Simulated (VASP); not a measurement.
OSZICAR of a VASP run on CdF2 (fluorite):

File OSZICAR:
```
       N       E                     dE             d eps       ncg     rms          rms(c)
DAV:   1     0.172166181098E+03    0.17217E+03   -0.16226E+04   560   0.157E+03
DAV:   2    -0.348557538057E+02   -0.20702E+03   -0.20165E+03   644   0.385E+02
DAV:   3    -0.432194858008E+02   -0.83637E+01   -0.83468E+01   583   0.871E+01
DAV:   4    -0.432559134907E+02   -0.36428E-01   -0.36423E-01   586   0.573E+00
DAV:   5    -0.432560467802E+02   -0.13329E-03   -0.13328E-03   609   0.318E-01    0.817E+00
DAV:   6    -0.336331927613E+02    0.96229E+01   -0.54305E+00   560   0.509E+01    0.968E+00
DAV:   7    -0.334343146537E+02    0.19888E+00   -0.21183E+00   561   0.160E+01    0.434E+00
DAV:   8    -0.347912531485E+02   -0.13569E+01   -0.54712E-01   544   0.100E+01    0.206E+00
DAV:   9    -0.331880707294E+02    0.16032E+01   -0.47069E-01   560   0.748E+00    0.847E-01
DAV:  10    -0.336683751180E+02   -0.48030E+00   -0.45990E-01   544   0.661E+00    0.208E-01
DAV:  11    -0.336876897904E+02   -0.19315E-01   -0.10162E-02   544   0.125E+00    0.208E-01
DAV:  12    -0.336650692622E+02    0.22621E-01   -0.14712E-02   544   0.147E+00    0.228E-01
DAV:  13    -0.336885322651E+02   -0.23463E-01   -0.13959E-02   544   0.137E+00    0.553E-02
DAV:  14    -0.336888124760E+02   -0.28021E-03   -0.16216E-04   590   0.143E-01    0.354E-02
DAV:  15    -0.336888945799E+02   -0.82104E-04   -0.28569E-05   547   0.663E-02    0.280E-02
DAV:  16    -0.336891034551E+02   -0.20888E-03   -0.89651E-05   546   0.108E-01    0.292E-03
DAV:  17    -0.336891155966E+02   -0.12142E-04   -0.34460E-06   548   0.218E-02    0.532E-03
DAV:  18    -0.336891133253E+02    0.22713E-05   -0.14568E-06   436   0.128E-02    0.294E-03
DAV:  19    -0.336891150488E+02   -0.17235E-05   -0.57866E-07   418   0.118E-02    0.914E-04
DAV:  20    -0.336891163072E+02   -0.12584E-05   -0.29027E-07   414   0.664E-03    0.878E-04
DAV:  21    -0.336891162330E+02    0.74247E-07   -0.37057E-08   273   0.230E-03
   1 F= -.33689116E+02 E0= -.33689116E+02  d E =-.328796E-13
```

Which electronic solver shows in the log?

It is blocked Davidson (ALGO = Normal, or the opening steps of other solvers). The INCAR had ALGO = Normal.

Can the final energy be trusted as converged?

The run converged. It stopped with EDIFF = 1E-6, NELM = 100 (r2SCAN meta-GGA, plane waves, VASP's PBE PAW potentials (set 64)).

The compound is CdF2 in the fluorite structure. The cell was not relaxed at this level. The run is one of a series of settings (GGA removed, LMIXTAU = .TRUE., METAGGA = R2SCAN against the base run), some of them coarse on purpose.
